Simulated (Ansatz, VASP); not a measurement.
# Ta2Se (Ta2Se (P4/nmm)) in two plane-wave programs, part 2 of 2

One calculation is typed for both programs; each brings its own data sets. How far apart do they land? The cell is taken from a series of runs on this material, whose earlier steps may have relaxed, scaled, displaced or heated it; both programs get it as it stands.

VASP 6.6.1 and Ansatz 0.2.0.

So far: Set-up; VASP: relaxation of cell and atoms, r2SCAN.

## 3. Ansatz: relaxation of cell and atoms, r2SCAN

Level of this step: Ansatz beside VASP: Kohn-Sham DFT, plane waves, r2SCAN (Ansatz).

Ansatz runs on its PAW soft_1 files.

The same cell, functional, mesh and smearing now go to Ansatz.

File input.yaml:

```yaml
crystal:
  lattice:
    - [3.3825885, 0.0, 0.0]
    - [0.0, 3.3825885, 0.0]
    - [0.0, 0.0, 10.2373418]
  atoms:
    - { symbol: Ta, position: [0.5, 0.0, 0.76683424] }
    - { symbol: Ta, position: [0.0, 0.5, 0.23316576] }
    - { symbol: Ta, position: [0.0, 0.5, 0.92565909] }
    - { symbol: Ta, position: [0.5, 0.0, 0.07434091] }
    - { symbol: Se, position: [0.0, 0.5, 0.64780571] }
    - { symbol: Se, position: [0.5, 0.0, 0.35219429] }
basis:
  ecutwfc: 500
  xc_grid: 2
hamiltonian:
  xc: r2scan
  pseudopotentials: { kind: paw, azcp: { folder: soft_1 } }
kpoints:
  mp_grid: { grid: [11, 11, 4] }
scf:
  occupations: { method: fermi_dirac, width: 0.05 }
  max_iter: 150
output:
  forces: true
  stress: true
relax:
  f_tol: 0.01
  max_steps: 60
  cell: {}
checkpoint:
  write: "../r2scan.run"
  compress: false
  write_wavefunctions: false
  write_every: 100000
```

Started as:

```console
$ ansatz run input.yaml --threads 4 --pin off --max-ram 6594MiB --backend cpu --events-out ev --progress --plain --runs-dir out
```

Numbers of over 12 decimals in the logs are rounded to 6 here.

Log:

```text
Engine: ansatz 0.2.0, aarch64-unknown-linux-gnu
Pseudopotentials: kind: paw
Pseudopotential: Ta, paw, valence charge 13, recommended cutoff 500 eV (meta_gga), soft_1/Ta.paw.azcp
Pseudopotential: Se, paw, valence charge 16, recommended cutoff 500 eV (meta_gga), soft_1/Se.paw.azcp
Functional definition: r2SCAN
  parameter k0 = 0.174
  parameter k1 = 0.065
  parameter a1 = 4.9479
  exchange = r2scan_x(k0 = k0, k1 = k1, a1 = a1)
  correlation = r2scan_c
Crystal: 6 atoms, lattice volume = 117.135 Å³
Basis set: ecut = 500 eV, 2997 PW (Γ), exchange–correlation on 50×50×150 points (8 copies of the dense FFT grid, shifted against one another)
Bands: 51, of which v1, the nominal top of the filled ones, is band 42 counted from 1 (41 counted from 0)
Symmetry: 16 space group operations
Space group: P4/nmm (ITA 129), of the structure as read, at distance tolerance 4.9e-5 Å
k-points: 63 of 484
Non-local potential: Ta, projectors of the file, l = 0: 3, l = 1: 2, l = 2: 2, l = 3: 1
Non-local potential: Se, projectors of the file, l = 0: 2, l = 1: 2, l = 2: 3, l = 3: 1
PAW form: soft (Blöchl's): semilocal exchange-correlation on the pseudo side does not see the compensation charge
PAW frozen core: Ta, regenerated for the run's functional (the file was generated under x = pbe(κ = 0.804, μ = 0.219515), c = pbe(β = 0.066725))
PAW frozen core: Se, regenerated for the run's functional (the file was generated under x = pbe(κ = 0.804, μ = 0.219515), c = pbe(β = 0.066725))
PAW one-centre angular grid: Ta, 590 points (default); XC on 160 Gauss nodes
PAW one-centre angular grid: Se, 590 points (default); XC on 160 Gauss nodes
Initial density: superposition of atomic densities (chi_scale 0.1, normalization cell, long waves of neutral atoms (reshape's long-wave potential 2.87 eV rms, cloud 2.90 Å wide))
Initial wavefunctions: pseudopotential atomic-orbital guess
Functional: x = r2scan, c = r2scan; τ floored in thin density (d = 2e-4 eV/Å³)
SCF iter   1: F=—  HF=-50763.667111 eV  |F-HF|=—  |Δ(HF+E_count)|=         —  Δρ=1.40e-1  dr2=3.16e2  dr2_τ=2.05e0  ethr=3.10e-3  ⟨swp⟩=7.3  Hψ=12026  notcnv=0  defer=2
preconditioner: auto → LDOS  [metal: Δε(μ)=0.003 eV  Ē_g=6.495 eV  σ=0.050 eV  W_gap=0.02  n_scr=28 (ndim 8)  ℏωp=19.4 eV  f_vac=0.014  D(μ)=3.87/eV (n_scr^D=26)  β→1.0]
SCF iter   2: F=—  HF=-50744.414733 eV  |F-HF|=—  |Δ(HF+E_count)|=    1.93e1  Δρ=8.78e-2  dr2=3.12e1  dr2_τ=2.51e0  ethr=3.10e-3  ⟨swp⟩=6.5  Hψ=10576  notcnv=0  defer=53
SCF iter   3: F=—  HF=-50740.247605 eV  |F-HF|=—  |Δ(HF+E_count)|=    4.17e0  Δρ=2.59e-2  dr2=1.77e0  dr2_τ=1.93e-1  ethr=3.10e-3  ⟨swp⟩=5.5  Hψ=8983  notcnv=0  defer=80
SCF iter   4: F=—  HF=-50740.125125 eV  |F-HF|=—  |Δ(HF+E_count)|=   1.22e-1  Δρ=7.39e-3  dr2=1.14e-1  dr2_τ=2.58e-3  ethr=2.11e-3  ⟨swp⟩=3.7  Hψ=5455  notcnv=0  defer=83
SCF iter   5: F=—  HF=-50740.141634 eV  |F-HF|=—  |Δ(HF+E_count)|=   1.65e-2  Δρ=3.29e-3  dr2=3.25e-2  dr2_τ=4.30e-3  ethr=1.36e-4  ⟨swp⟩=3.3  Hψ=5403  notcnv=0  defer=82
SCF iter   6: F=—  HF=-50740.137841 eV  |F-HF|=—  |Δ(HF+E_count)|=   3.79e-3  Δρ=7.87e-4  dr2=1.15e-3  dr2_τ=5.98e-5  ethr=3.87e-5  ⟨swp⟩=2.0  Hψ=4799  notcnv=0  defer=83
SCF iter   7: F=—  HF=-50740.138415 eV  |F-HF|=—  |Δ(HF+E_count)|=   5.74e-4  Δρ=2.09e-4  dr2=1.03e-4  dr2_τ=3.26e-6  ethr=1.36e-6  ⟨swp⟩=2.0  Hψ=3999  notcnv=0  defer=83
SCF iter   8: F=—  HF=-50740.138436 eV  |F-HF|=—  |Δ(HF+E_count)|=   2.11e-5  Δρ=5.17e-5  dr2=2.95e-6  dr2_τ=2.68e-7  ethr=1.23e-7  ⟨swp⟩=2.0  Hψ=5538  notcnv=0  defer=83
SCF iter   9: F=—  HF=-50740.138440 eV  |F-HF|=—  |Δ(HF+E_count)|=   3.98e-6  Δρ=1.58e-5  dr2=3.30e-7  dr2_τ=1.53e-8  ethr=3.52e-9  ⟨swp⟩=2.0  Hψ=5652  notcnv=0  defer=83
SCF iter  10: F=-50740.138441 eV  HF=-50740.138441 eV  |F-HF|=7.29e-9  |Δ(HF+E_count)|=   1.32e-7  Δρ=4.47e-6  dr2=2.80e-8  dr2_τ=4.48e-9  ethr=1.19e-10  ⟨swp⟩=5.0  Hψ=11865  notcnv=0
SCF 1 converged in 10 iterations: F = -50740.138441 eV  dr2 = 2.80e-8
  greatest PAW one-centre occupation: 1.000 electrons in one spin orbital (limit 2), on the Se atom at site 5 (counted from 0), in its partial waves of l = 2
relax step   1: F+E_penalty+E_count = -50740.13844060 eV  Δ(F+E_penalty+E_count) = +0.000e0 eV  max|allowed force component| = 2.740e-2 eV/Å  Δτ_max = 0.0000 Å  P = -0.493 GPa  Ω = 117.135 Å³  (10 SCF iters, dr2 threshold 1.00e-7 eV, accepted)
[...]
relax step   2: F+E_penalty+E_count = -50740.13249956 eV  Δ(F+E_penalty+E_count) = +5.941e-3 eV  max|allowed force component| = 1.394e-1 eV/Å  Δτ_max = 0.0062 Å  P = +1.544 GPa  Ω = 115.988 Å³  energy of the carried Pulay correction = +1.869e-4 eV  (6 SCF iters, dr2 threshold 6.00e-7 eV, rejected (line search))
[...]
relax step   3: F+E_penalty+E_count = -50740.13976777 eV  Δ(F+E_penalty+E_count) = -1.327e-3 eV  max|allowed force component| = 6.708e-3 eV/Å  Δτ_max = 0.0071 Å  P = -0.003 GPa  Ω = 117.058 Å³  energy of the carried Pulay correction = +1.247e-5 eV  (10 SCF iters, accepted)
[...]
relax step   4: F+E_penalty+E_count = -50740.13977933 eV  Δ(F+E_penalty+E_count) = -1.155e-5 eV  max|allowed force component| = 3.392e-3 eV/Å  Δτ_max = 0.0038 Å  P = +0.012 GPa  Ω = 117.167 Å³  energy of the carried Pulay correction = -5.216e-6 eV  (7 SCF iters, dr2 threshold 7.88e-9 eV, accepted)
[...]
relax step   5: F+E_penalty+E_count = -50740.13979136 eV  Δ(F+E_penalty+E_count) = -1.203e-5 eV  max|allowed force component| = 3.530e-3 eV/Å  Δτ_max = 0.0000 Å  P = +0.012 GPa  Ω = 117.167 Å³  stress off target by 2.26e-2 GPa  SCF on the basis re-selected at this cell (its energy is not comparable with the rows above)  (5 SCF iters)
basis re-selected at this cell: Δ(F+E_penalty+E_count) = -1.203e-5 eV, ΔP = -0.000 GPa vs the last step (what re-selecting the basis moved, of the pressure what is left beyond the Pulay correction that the steps carried, after the strain that the cell walked since its last selection, with what the two solves' SCF thresholds leave and, on support functions, any second-order correction that the steps lacked; it is no measure of the basis error at this ecutwfc). The dense FFT grid was sized anew with the basis: this SCF ran on 25×25×80 points, the steps before it on 25×25×75, so part of this shift can come from that change (see relax.cell in the input reference). [rest of the remark cut]
SCF converged after 5 iterations
Free energy (F): -50740.139791 eV
Harris-Foulkes:  -50740.139791 eV  (|F-HF|=2.18e-11)
Internal energy: -50740.109136 eV  (E = F + TS)
E sigma→0 (E₀):  -50740.124464 eV
Entropy (-TS):   -0.030656 eV (-5.109 meV/atom)
Fermi energy:    15.725633 eV
--- Per-component energies (eV) ---
  E_band       = -1254.518307
  E_kinetic    = 1803.001437
  E_local      = -7830.915389  (includes V_loc(G=0)·N_el)
  E_nonlocal   = -750.393041
  E_hartree    = 3758.164583
  E_xc         = -1385.768748
  E_vxc        = -1236.595193  (∫ρ·V_xc dr)
  E_paw        = -37614.884710  (= ΣΔE_a)
  E_vpaw       = -817.536638  (= ΣTr[D̂ρ^β])
  E_aug_tail   = 0.000210  (compensation charges beyond the density's cutoff)
  E_vtau       = 61.591134  (kinetic-family band-sum trace: ∫τ·v_τ [+ j·A + Jᵃ·Aᵃ] dr)
  E_ewald      = -8712.757806
  E_core_change = -6.555671  (= ΣΔE_core)
  E_smearing   = -0.030656  (= −TS)
  E_closure    = -0.000000  (closes the sum)
  Σ components = -50740.139791   (vs F -50740.139791, Δ=0.00e0)
--- Forces (eV/Å), atoms counted from 1 ---
  atom   1  Ta     0.00000000     0.00000000     0.00085393
  atom   2  Ta     0.00000000     0.00000000    -0.00085393
  atom   3  Ta     0.00000000     0.00000000     0.00140406
  atom   4  Ta     0.00000000     0.00000000    -0.00140406
  atom   5  Se     0.00000000     0.00000000    -0.00353044
  atom   6  Se     0.00000000     0.00000000     0.00353044
  max |Σ_I F_I| component: 0.00e0 eV/Å
--- Stress (GPa, compression-positive) ---
        0.006700       0.000000       0.000000
        0.000000       0.006700       0.000000
        0.000000       0.000000       0.022633
  P = ⅓ Tr σ = 0.0120 GPa (0.120 kbar)
--- Relaxed structure (4 steps of the walk, 3 accepted, 1 SCFs on fresh bases) ---
  F+E_penalty+E_count = -50740.13979136 eV   max|allowed force component| = 3.530e-3 eV/Å   (the final SCF, on the basis selected at the relaxed cell)
  cell:  # Å, volume = 117.1669 Å³
    - [3.375227, 0, 0.0]
    - [0, 3.375227, 0.0]
    - [0.0, 0.0, 10.284872]
  atoms:
    - { symbol: Ta, position: [0.5, 0, 0.767525] }
    - { symbol: Ta, position: [0, 0.5, 0.232475] }
    - { symbol: Ta, position: [0, 0.5, 0.925749] }
    - { symbol: Ta, position: [0.5, 0, 0.074251] }
    - { symbol: Se, position: [0, 0.5, 0.648868] }
    - { symbol: Se, position: [0.5, 0, 0.351132] }
```

## 4. Side by side

Known differences besides the potentials themselves: VASP keeps PBE cores, Ansatz makes them for the functional; the data sets hold 84 valence electrons in Ansatz (on its PAW soft_1 files) and 56 in VASP; the cutoff is 500 eV in Ansatz and 550 eV in VASP; Ansatz adds a Pulay correction to the stress that steers its cell, VASP none. Total energies have different zeros and are not compared.

Compared:

| quantity | Ansatz | VASP | difference |
| --- | --- | --- | --- |
| volume (Å³) | 117.17 | 117.36 | -0.17 % |
| edge a after relaxation, in the typed setting (Å) | 3.375 | 3.377 | -0.07 % |
| edge c after relaxation, in the typed setting (Å) | 10.285 | 10.289 | -0.03 % |

## 5. Results

- difference in volume (relaxation of cell and atoms, r2SCAN): -0.17 %

The difference in volume is -0.17 % (relaxation of cell and atoms, r2SCAN), within the 1.2 % picked in this series as the mark of a large difference, as far as the stopping tolerances let one tell. The data sets hold unlike numbers of valence electrons (84 in Ansatz and 56 in VASP), so part of the differences comes from the potentials. Such differences can come from data sets, numerical settings and the points named under the comparisons, not from the functional's error against experiment.

[Lines on the potential files, build, host, timing and source positions are cut from VASP's logs without a mark.]

[Logs are printed without paths, hosts, clocks, repeated set-up lines and the standing remarks that a program may print on its own settings, such as how far it seeks lower states.]

[Hosts, paths, dates, database ids (printed as entryN), source tags and the programs' standing remarks are cut or masked in the printed files.]
